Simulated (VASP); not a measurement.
Data:

```yaml
crystal:
  lattice:
    - [0.00000, 2.27515, 2.21097]
    - [2.22922, 0.00000, 2.21097]
    - [2.22922, 2.27515, 0.00000]
  atoms:
    - { symbol: Hf, position: [0.00000, 0.00000, 0.00000] }
    - { symbol: N, position: [0.49551, 0.50449, 0.50449] }
```
Cell charge +0.5.

All values below come from PBE GGA, VASP's PBE PAW potentials (set 64) (plane waves; VASP). Numerical set-up: NELECT = 14.5, 520 eV cut-off, 13×13×13 Γ-centred mesh, Gaussian smearing of 0.050 eV, potentials Hf_pv N.

The cell is charged, with a uniform compensating background.

**Question.** Give the force on each atom (eV/Å).

**Answer.** 
| atom | Fx | Fy | Fz |
|---|---|---|---|
| Hf1 | 0.263 | 0.000 | 0.000 |
| N2 | -0.263 | 0.000 | 0.000 |

**Question.** Give the stress tensor in GPa (positive for a compressed cell).

**Answer.** 
```
-17.00    0.00    0.00
  0.00  -27.49    0.00
  0.00    0.00  -12.53
```
The pressure is its mean diagonal, -19.01 GPa.

The compound is HfN in the rock salt structure. The cell was not relaxed at this level, atoms are displaced from their ideal sites. The run is one of a series of settings (ISMEAR = 0, NELECT = 14.5, SIGMA = 0.05 against the base run), some of them coarse on purpose.
